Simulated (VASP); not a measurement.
Given:

```
CELL_PARAMETERS angstrom
      0.00000     2.96612     2.96612
      2.96612     0.00000     2.96612
      2.96612     2.96612     0.00000
ATOMIC_POSITIONS crystal
  Pb 0.00000 0.00000 0.00000
  S  0.50000 0.50000 0.50000
```

Computed with PBE GGA with D4 dispersion, VASP's PBE PAW potentials (set 64) (plane waves; VASP). Settings: 520 eV cut-off, Gaussian smearing of 0.050 eV, potentials Pb_d S.

Unless said otherwise, spin-orbit coupling is left out, though it shifts the bands of the heavy elements here.

Estimate the band gap (along the path) with the smallest direct gap where there is one.

The band gap (along the path) is 0.37 eV and the smallest direct gap (along the path) comes out as 0.37 eV.

Total energies compare only between runs with the same potentials, cut-off and functional.

The compound is PbS in the rock salt structure. It was relaxed first.
